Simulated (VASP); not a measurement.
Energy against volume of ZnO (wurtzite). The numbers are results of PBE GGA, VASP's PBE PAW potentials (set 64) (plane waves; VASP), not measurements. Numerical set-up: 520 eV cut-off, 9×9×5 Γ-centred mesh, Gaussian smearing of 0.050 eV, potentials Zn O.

Shape and ions are relaxed at each volume.

```
V (Å³/atom)  E (eV/atom)
-----------  -----------
12.036          -4.46032
12.408          -4.46550
12.780          -4.46163
13.152          -4.45009
```

### Question
Fit these four points and predict the energy of the run at 11.663 Å³/atom.

### Answer
A cubic in V^(−2/3), the third-order Birch-Murnaghan form, passes through the four points with V0 = 12.42 Å³/atom and B0 = 129 GPa, and gives -4.4444 eV/atom there. The run gave -4.4445 eV/atom, -0.1 meV/atom from the fit; all five points give B0 = 129 GPa.

The compound is ZnO in the wurtzite structure. It was relaxed first.
